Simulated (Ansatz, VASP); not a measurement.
# Sn4F in VASP and in Ansatz

```
CELL_PARAMETERS angstrom
5.05959 0.00000 0.00000
0.00000 5.05959 0.00000
0.00000 0.00000 5.05959
ATOMIC_POSITIONS crystal
Sn 0.00000 0.50000 0.50000
Sn 0.50000 0.00000 0.50000
Sn 0.50000 0.50000 0.00000
Sn 0.00000 0.00000 0.00000
F 0.50000 0.50000 0.50000
```

Alike in both runs: functional PBE; k mesh 8 × 8 × 8; occupations gaussian, width 0.1 eV; no spin polarisation.

Ansatz relaxed the structure, and its values are those at the end. VASP's run is a single point on that final structure, the one shown.

```csv
,VASP,Ansatz
version,VASP 6.6.1,Ansatz 0.2.0
potentials or method,"VASP PAW PBE potentials, release 64 (Sn_d, F)","scalar-relativistic, plane waves, PAW"
plane-wave cutoff (eV),520,420
valence electrons in the cell,63,63
```

```tsv
	VASP	Ansatz	Ansatz less VASP
gap on the k mesh at the Fermi level (eV)	none	none	-
pressure (GPa)	-0.1	0.0	+0.07
```

A gap of «none» marks a metal or a gap that the smearing closes.

Caveats: an odd number of electrons without spin polarisation forces a metal; a magnetic or distorted state may lie lower.
